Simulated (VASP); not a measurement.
Method: r2SCAN meta-GGA, VASP's PBE PAW potentials (set 64) (plane waves; VASP).

VASP input:

POSCAR:
```
AgAs
1
    3.2085120000     0.0000000000     0.0000000000
    0.0000000000     3.2085120000     0.0000000000
    0.0000000000     0.0000000000     3.2085120000
Ag As
1 1
Direct
  0.0000000000   0.0000000000   0.0000000000
  0.5000000000   0.5000000000   0.5000000000
```

### KPOINTS
```
kpoints
0
Gamma
 7 7 7
```

INCAR:
```
LASPH  =  .True.
ISMEAR  =  0   # Gaussian
ENCUT  =  400   # plane-wave cut-off (eV)
ALGO  =  Normal   # blocked Davidson
EDIFF  =  1E-6
LCHARG  =  .False.
METAGGA  =  R2SCAN
LMAXMIX  =  4   # l cut-off of mixed one-centre charges
IBRION  =  2   # conjugate gradients
SYSTEM  =  AgAs
NELM  =  100
PREC  =  Accurate
EDIFFG  =  -0.01
NSW  =  60
LMIXTAU  =  .True.
LWAVE  =  .False.
ISIF  =  3   # ions, shape and volume
SIGMA  =  0.05   # width (eV)
LREAL  =  .False.
```

POTCAR, in this order: Ag As (PBE.64 set). Program: vasp_std.

**Question.** What will the output report for the number of irreducible k-points (NKPTS), number of bands (NBANDS), largest plane-wave count, number of space-group operations, FFT grid (NGX, NGY, NGZ)?

**Answer.** 
| Quantity | Value |
|---|---|
| number of irreducible k-points (NKPTS) | 20 |
| number of bands (NBANDS) | 12 |
| largest plane-wave count | 619 |
| number of space-group operations | 48 |
| FFT grid (NGX, NGY, NGZ) | 24 × 24 × 24 |

The structure was generated: AgAs was put into the CsCl type (Pm-3m), which need not be its known phase. This run relaxes it. Symmetry was kept, so distortions that lower it aren't found.
